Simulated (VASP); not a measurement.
VASP runs on MnO2 (space group P4_2/mnm) share one base input (LDA (Ceperley-Alder, Perdew-Zunger), plane waves, VASP's LDA PAW potentials (set 64)) and change the settings named in each case.

KPOINTS:
```
Automatic mesh
0
G
 3 3 5
0 0 0
```

### INCAR
```
ALGO = Normal
EDIFF = 1E-6
ENCUT = 400
ISIF = 2
ISMEAR = -1
ISPIN = 2
LASPH = .TRUE.
LCHARG = .FALSE.
LMAXMIX = 4
LORBIT = 11
LREAL = .FALSE.
LWAVE = .FALSE.
MAGMOM = 3.0 -3.0 4*0.0
NELM = 100
PREC = Accurate
SIGMA = 0.01
SYSTEM = MnO2
```

File POSCAR:
```
MnO2
8.80
  0.5000000000   0.0000000000   0.0000000000
  0.0000000000   0.5000000000   0.0000000000
  0.0000000000   0.0000000000   0.3261363636
Mn O
2 4
Cart
  0.0000000000   0.0000000000   0.0000000000
  0.2500000000   0.2500000000   0.1630681818
  0.1525000000   0.1525000000   0.0000000000
  0.4025000000   0.0975000000   0.1630681818
  0.0975000000   0.4025000000   0.1630681818
  0.3475000000   0.3475000000   0.0000000000
```

POTCAR, in this order: Mn_pv O (LDA.64 set). Program: vasp_std.

```tsv
change	E(σ→0) (eV/atom)	pressure (GPa)	largest force (eV/Å)	−TS (eV)
base run	-8.8647	-22.21	0.055	-0.0021
GGA = PS, POTCAR Mn_pv O (PBE.64 set)	-8.4403	?	?	?
KPOINTS 2×2×2 Γ-centred mesh	-8.8604	-23.52	0.065	0.0000
LDAU = .TRUE., LDAUJ = 0 0, LDAUL = 2 -1, LDAUTYPE = 2, LDAUU = 8.0 0	-7.0091	?	?	?
```

Task: Some entries are withheld; supply them.

Result: 
- LDAU = .TRUE., LDAUJ = 0 0, LDAUL = 2 -1, LDAUTYPE = 2, LDAUU = 8.0 0, pressure (GPa): -6.23
- LDAU = .TRUE., LDAUJ = 0 0, LDAUL = 2 -1, LDAUTYPE = 2, LDAUU = 8.0 0, largest force (eV/Å): 0.014
- LDAU = .TRUE., LDAUJ = 0 0, LDAUL = 2 -1, LDAUTYPE = 2, LDAUU = 8.0 0, −TS (eV): -0.0002
- GGA = PS, POTCAR Mn_pv O (PBE.64 set), pressure (GPa): -13.72
- GGA = PS, POTCAR Mn_pv O (PBE.64 set), largest force (eV/Å): 0.104
- GGA = PS, POTCAR Mn_pv O (PBE.64 set), −TS (eV): -0.0007

Energies of different potentials or functionals have different zeros.  At 400 eV the pressure can carry a Pulay error.

Left out are runs that ran out of time, are held back, or changed the cell or the kind of run, fixed moments of cells without a moment, rows past the twelfth, gaps on odd meshes, pressures of charged cells and columns that move by less than the noise.

The structure is a typed MnO2 crystal. The cell was not relaxed at this level, forces remain on its atoms. The spin order is the one that the start imposed; others were not tried in this run.
